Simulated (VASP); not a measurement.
Data:

```
KZnF3
1.0
    4.17450     0.00000     0.00000
    0.00000     4.17450     0.00000
    0.00000     0.00000     4.17450
K Zn F
1 1 3
Cartesian
  0.00000   0.00000   0.00000
  2.08725   2.08725   2.08725
  2.08725   0.00000   2.08725
  0.00000   2.08725   2.08725
  2.08725   2.08725   0.00000
```

The numbers are results of TPSS meta-GGA, VASP's PBE PAW potentials (set 64) (plane waves; VASP), not measurements. Run with 520 eV cut-off, 6×6×6 Γ-centred mesh, Gaussian smearing of 0.050 eV, potentials K_sv Zn F.

Q: The job: KZnF$_{3}$ (cubic perovskite), 5 atoms, TPSS, static run, 520 eV, 6×6×6 Γ-centred mesh. Roughly how much core time does it take on a busy server core?

A: About 2 core-minutes (one run on a shared machine, a rough figure). It had 20 irreducible k-points, 25 bands, up to 1980 plane waves and 21 electronic steps.

The compound is KZnF3 in the cubic perovskite structure. This cell is one point of a volume scan, at 1.06 of the reference volume.
